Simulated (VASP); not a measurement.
Crystal: BiS.

```xyz
2
Lattice="2.1093 1.2178 3.5005 -2.1093 1.2178 3.5005 0.0000 -2.4356 3.5005" Properties=species:S:1:pos:R:3 pbc="T T T"
Bi    0.0000    0.0000    0.0000
S     0.0000    0.0000    5.2507
```

The cell was built by a generator and needn't be a form met in nature.

- Program: VASP 6.6.1
- Task: relaxation of cell and atoms
- Functional: PBE
- Potentials or basis: VASP PAW PBE potentials, release 64 (Bi_d, S)
- Cutoff: 600 eV
- k mesh: 8 × 8 × 8
- Occupations: fermi-dirac, width 0.05 eV
- Spin: no spin polarisation

At the start: pressure -1.4 GPa; volume 26.97 Å³/atom.

Where does the relaxation end?

Over 14 steps the energy falls by 56.8 meV/atom and the volume is 25.23 Å³/atom (-6.5 %); space group R-3m (No. 166, to 0.05 Å).

Step by step:
| step | energy change (eV) | largest force (eV/Å) | pressure (GPa) | volume (Å³) |
| --- | --- | --- | --- | --- |
| 1 | 0.0000 | 0.0000 | -1.35 | 53.95 |
| 2 | -0.0049 | 0.0000 | 0.62 | 52.19 |
| 3 | -0.0057 | 0.0000 | 0.05 | 52.66 |
| 4 | -0.0068 | 0.0000 | 0.07 | 52.63 |
| 5 | -0.0113 | 0.0000 | 0.09 | 52.54 |
| 6 | -0.0256 | 0.0000 | 0.06 | 52.33 |
| 7 | -0.0728 | 0.0000 | -0.11 | 51.78 |
| 8 | -0.1040 | 0.0000 | -0.37 | 50.24 |
| 9 | -0.1120 | 0.0000 | -0.29 | 50.96 |
| 10 | -0.1132 | 0.0000 | -0.39 | 50.81 |
| 11 | -0.1091 | 0.0000 | 1.12 | 49.44 |
| 12 | -0.1136 | 0.0000 | -0.03 | 50.49 |
| 13 | -0.1136 | 0.0000 | -0.03 | 50.48 |
| 14 | -0.1136 | 0.0000 | 0.02 | 50.47 |

Final structure:
```yaml
crystal:
  lattice:
    - [1.91608, 1.10625, 3.96830]
    - [-1.91608, 1.10625, 3.96830]
    - [0.00000, -2.21250, 3.96830]
  atoms:
    - { symbol: Bi, position: [0.00000, 0.00000, 0.00000] }
    - { symbol: S, position: [0.50000, 0.50000, 0.50000] }
```
